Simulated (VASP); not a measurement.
# AlSH3: single point with LDA

AlSH3, in a box:

```
CELL_PARAMETERS angstrom
13.00000 0.00000 0.00000
0.00000 11.00000 0.00000
0.00000 0.00000 12.00000
ATOMIC_POSITIONS crystal
Al 0.45445 0.49399 0.50685
S 0.58870 0.46863 0.61338
H 0.34941 0.44072 0.55125
H 0.46792 0.56310 0.39229
H 0.65259 0.52599 0.54274
```

```
Program                : VASP 6.6.1
Task                   : single point
Functional             : LDA
Potentials or basis    : VASP PAW LDA potentials, release 64 (Al, S, H_s)
Cutoff                 : 400 eV
k mesh                 : 1 × 1 × 1
Occupations            : gaussian, width 0.01 eV
Spin                   : no spin polarisation
Further INCAR settings : ALGO = Normal; EDIFF = 1e-06; NBANDS = 14
```

```json
{"Largest force": "0.302 eV/Å", "Gap between the frontier levels": "4.43 eV"}
```

Forces on the atoms (eV/Å):
```
Al   0.186 -0.006  0.092
S   -0.269 -0.106  0.087
H   -0.065 -0.046  0.060
H    0.028  0.046 -0.075
H    0.120  0.113 -0.163
```

Levels at points of the mesh, in eV from the valence-band top:
```csv
k point,band 4,band 5,band 6,band 7,band 8,band 9
"(0.00, 0.00, 0.00)",-0.84,-0.58,0.00,4.43,5.75,6.03
```

Run time: 48 s on 1 thread of Intel(R) Xeon(R) Platinum 8259CL CPU @ 2.50GHz (Skylake/Cascade Lake), on a shared host, peak memory 0.65 GiB.

As with any semilocal functional, this LDA gap is likely too small.
